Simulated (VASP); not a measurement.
Method: optB86b-vdW, VASP's PBE PAW potentials (set 64) (plane waves; VASP 6.6.1).

Input for VASP

KPOINTS:
```
Automatic mesh
0
gamma
9 9 9
```

POSCAR:
```
Ba
1.0
 -2.5100000000   2.5100000000   2.5100000000
  2.5100000000  -2.5100000000   2.5100000000
  2.5100000000   2.5100000000  -2.5100000000
Ba
1
Cart
  0.0000000000   0.0000000000   0.0000000000
```

### INCAR
```
# general
SYSTEM   = Ba
PREC     = Accurate
ENCUT    = 520   # plane-wave cut-off (eV)
LREAL    = .FALSE.   # projection in real space or not
LASPH    = .TRUE.   # aspherical one-centre terms

# electronic loop
EDIFF    = 1E-6   # SCF stop (eV)
NELM     = 100   # most electronic steps
ALGO     = Normal   # blocked Davidson
LMAXMIX  = 4

# smearing
ISMEAR   = 1
SIGMA    = 0.1

# functional
GGA      = MK
LUSE_VDW = .TRUE.
AGGAC    = 0.0
PARAM1   = 0.1234
PARAM2   = 1.0

# ions
IBRION   = 2   # conjugate gradients
NSW      = 60   # most ionic steps
ISIF     = 3
EDIFFG   = -0.01

# output
LWAVE    = .FALSE.
LCHARG   = .FALSE.
```

POTCAR, in this order: Ba_sv (PBE.64 set). Program: vasp_std.

What VASP printed:

OUTCAR:
```
 ion  position               nearest neighbor table
   1  0.000  0.000  0.000-
  LATTYP: Found a body centered cubic cell.
 ALAT       =     5.0200000000
 Subroutine PRICEL returns:
 Original cell was already a primitive cell.
 Subroutine GETGRP returns: Found 48 space group operations
The static configuration has the point symmetry O_h .
The dynamic configuration has the point symmetry O_h .
 Subroutine INISYM returns: Found 48 space group operations
 Subroutine IBZKPT returns following result:
 Found     35 irreducible k-points:

 Following reciprocal coordinates:
            Coordinates               Weight
  0.000000  0.000000  0.000000      1.000000
  0.111111  0.000000  0.000000     12.000000
  0.222222  0.000000  0.000000     12.000000
  0.333333  0.000000  0.000000     12.000000
  0.444444  0.000000  0.000000     12.000000
  0.111111  0.111111  0.000000     24.000000
  0.222222  0.111111  0.000000     48.000000
  0.333333  0.111111  0.000000     48.000000
  0.444444  0.111111  0.000000     24.000000
  0.222222  0.222222  0.000000     24.000000
...
```

File OSZICAR:
```
       N       E                     dE             d eps       ncg     rms          rms(c)
DAV:   1     0.603174082377E+02    0.60317E+02   -0.43876E+03   630   0.918E+02
DAV:   2     0.253481573572E+01   -0.57783E+02   -0.56820E+02   773   0.149E+02
DAV:   3     0.259023737436E+00   -0.22758E+01   -0.22689E+01   831   0.349E+01
DAV:   4     0.207543168360E+00   -0.51481E-01   -0.51389E-01   955   0.429E+00
DAV:   5     0.207233963436E+00   -0.30920E-03   -0.30918E-03   905   0.247E-01    0.165E+00
DAV:   6     0.206191240556E+00   -0.10427E-02   -0.30359E-03   883   0.664E-01    0.994E-01
DAV:   7     0.203261704709E+00   -0.29295E-02   -0.10119E-02   687   0.125E+00    0.588E-02
DAV:   8     0.202828434891E+00   -0.43327E-03   -0.79422E-04   873   0.265E-01    0.303E-02
DAV:   9     0.202828106326E+00   -0.32856E-06   -0.16933E-05   957   0.370E-02    0.735E-03
DAV:  10     0.202826641332E+00   -0.14650E-05   -0.84623E-06   782   0.200E-02    0.178E-03
DAV:  11     0.202826564560E+00   -0.76772E-07   -0.30746E-07   411   0.456E-03
   1 F= 0.20282656E+00 E0= 0.20343889E+00  d E =0.202827E+00
       N       E                     dE             d eps       ncg     rms          rms(c)
DAV:   1     0.128214849675E+00   -0.74612E-01   -0.20478E+00   631   0.117E+01    0.115E+00
DAV:   2     0.182938045636E+00    0.54723E-01   -0.96908E-02   635   0.303E+00    0.536E-01
DAV:   3     0.197918413674E+00    0.14980E-01   -0.89878E-02   922   0.205E+00    0.163E-01
DAV:   4     0.197753944625E+00   -0.16447E-03   -0.35015E-04   675   0.191E-01    0.141E-01
DAV:   5     0.196871418670E+00   -0.88253E-03   -0.86431E-04   889   0.227E-01    0.290E-02
DAV:   6     0.196871356500E+00   -0.62169E-07   -0.12504E-05   695   0.280E-02    0.203E-02
DAV:   7     0.196868056269E+00   -0.33002E-05   -0.95203E-06   714   0.387E-02    0.290E-03
DAV:   8     0.196867631307E+00   -0.42496E-06   -0.25601E-07   346   0.494E-03
   2 F= 0.19686763E+00 E0= 0.19743673E+00  d E =-.595893E-02
       N       E                     dE             d eps       ncg     rms          rms(c)
DAV:   1     0.137904934417E+00   -0.58963E-01   -0.16930E+00   631   0.106E+01    0.105E+00
DAV:   2     0.183255694835E+00    0.45351E-01   -0.80927E-02   633   0.277E+00    0.488E-01
DAV:   3     0.195651062898E+00    0.12395E-01   -0.73795E-02   920   0.186E+00    0.150E-01
DAV:   4     0.195511307649E+00   -0.13976E-03   -0.29150E-04   667   0.175E-01    0.129E-01
DAV:   5     0.194783388990E+00   -0.72792E-03   -0.71188E-04   894   0.204E-01    0.270E-02
DAV:   6     0.194783461407E+00    0.72417E-07   -0.10064E-05   678   0.250E-02    0.188E-02
DAV:   7     0.194780748681E+00   -0.27127E-05   -0.76580E-06   692   0.354E-02    0.281E-03
DAV:   8     0.194780346742E+00   -0.40194E-06   -0.25468E-07   328   0.507E-03
   3 F= 0.19478035E+00 E0= 0.19521022E+00  d E =-.804622E-02
       N       E                     dE             d eps       ncg     rms          rms(c)
DAV:   1     0.193487706645E+00   -0.12930E-02   -0.37503E-02   631   0.158E+00    0.157E-01
DAV:   2     0.194486455172E+00    0.99875E-03   -0.18556E-03   635   0.423E-01    0.729E-02
DAV:   3     0.194768056495E+00    0.28160E-03   -0.16591E-03   917   0.280E-01    0.228E-02
DAV:   4     0.194764805862E+00   -0.32506E-05   -0.71325E-06   655   0.274E-02    0.196E-02
DAV:   5     0.194746061866E+00   -0.18744E-04   -0.16371E-05   902   0.311E-02    0.483E-03
DAV:   6     0.194746290101E+00    0.22824E-06   -0.34029E-07   360   0.459E-03
   4 F= 0.19474629E+00 E0= 0.19515499E+00  d E =-.808027E-02
```

### OUTCAR
```
------------------------ aborting loop because EDIFF is reached ----------------------------------------
  FORCE on cell =-STRESS in cart. coord.  units (eV):
  Direction    XX          YY          ZZ          XY          YZ          ZX
  --------------------------------------------------------------------------------------
  Total        0.0003405      0.0003405      0.0003405      0.0000000     -0.0000000      0.0000000
  in kB        0.0092419      0.0092419      0.0092419      0.0000000     -0.0000000      0.0000000
  external PRESSURE =       0.0092419 kB  Pullay stress =       0.0000000 kB
  volume of cell :       59.04
      direct lattice vectors                 reciprocal lattice vectors
    -2.452948020  2.452948020  2.452948020     0.000000000  0.203836362  0.203836362
     2.452948020 -2.452948020  2.452948020     0.203836362  0.000000000  0.203836362
     2.452948020  2.452948020 -2.452948020     0.203836362  0.203836362  0.000000000
 POSITION                                       TOTAL-FORCE (eV/Angst)
 -----------------------------------------------------------------------------------
     -2.45295      2.45295      2.45295        -0.000000      0.000000      0.000000
 -----------------------------------------------------------------------------------
    total drift:                               -0.000000     -0.000000      0.000000
  FREE ENERGIE OF THE ION-ELECTRON SYSTEM (eV)
  ---------------------------------------------------
  free  energy   TOTEN  =         0.1947462901 eV

  energy  without entropy=        0.1959723901  energy(sigma->0) =        0.19515499

 reached required accuracy - stopping structural energy minimisation
```
(Selected blocks of OUTCAR.)

File CONTCAR:
```
Ba
   1.00000000000000
    -2.4529480198014157    2.4529480198014157    2.4529480198014157
     2.4529480198014157   -2.4529480198014157    2.4529480198014157
     2.4529480198014157    2.4529480198014157   -2.4529480198014157
  Ba
     1
Direct
     1.0000000000000000    0.0000000000000000    0.0000000000000000
```

Energy and stress use the plane-wave basis of the starting cell.

The compound is Ba in the bcc structure. This run relaxes it. Symmetry was kept, so distortions that lower it aren't found.
